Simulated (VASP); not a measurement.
Consider the following.

```xyz
2
Lattice="3.3159 0.0000 0.0000 0.0000 3.3159 0.0000 0.0000 0.0000 3.3159" Properties=species:S:1:pos:R:3 pbc="T T T"
Zr     0.0000     0.0000     0.0000
Se     1.6580     1.6580     1.6580
```

Computed with PBEsol GGA, VASP's PBE PAW potentials (set 64) (plane waves; VASP 6.6.1). Settings: 400 eV cut-off, 10×10×10 Γ-centred mesh, first-order Methfessel-Paxton smearing of 0.10 eV, potentials Zr_sv Se.

### Question
What does the run give for the energy per atom (σ→0), band gap (on the k-mesh) with the smallest direct gap where there is one?

### Answer

```yaml
band gap (on the k-mesh): none (metal, semimetal or under 0.01 eV)
energy per atom (σ→0): -7.714 eV/atom
```

The structure was generated: ZrSe was put into the CsCl type type (Pm-3m), which need not be its known phase. It was relaxed first, which changed the volume by -35 %. The start is the result of an earlier pass.
